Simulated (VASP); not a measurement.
Input:

```
CELL_PARAMETERS angstrom
      2.84057     0.00000     0.00000
      0.00000     2.84057     0.00000
      0.00000     0.00000     2.84057
ATOMIC_POSITIONS crystal
  Cr 0.00000 0.00000 0.00000
  Cr 0.50000 0.50000 0.50000
```

These are PBEsol GGA, VASP's PBE PAW potentials (set 64) (plane waves; VASP) values and carry that method's errors. Run with 520 eV cut-off, 13×13×13 Γ-centred mesh, first-order Methfessel-Paxton smearing of 0.10 eV, potentials Cr_pv.

Task: Estimate the energy per atom (σ→0), pressure, band gap (on the k-mesh) with the smallest direct gap where there is one.

Result: 
```yaml
band gap (on the k-mesh): none (metal, semimetal or under 0.01 eV)
energy per atom (σ→0): -10.234 eV/atom
pressure: -7.81 GPa
```

The absolute energy has meaning only against runs of the same code, potentials and settings.

The compound is Cr in the bcc, AFM order structure. This cell is one point of a volume scan, at 1.03 of the reference volume. The run is not spin-polarised, so no magnetic state was tried.
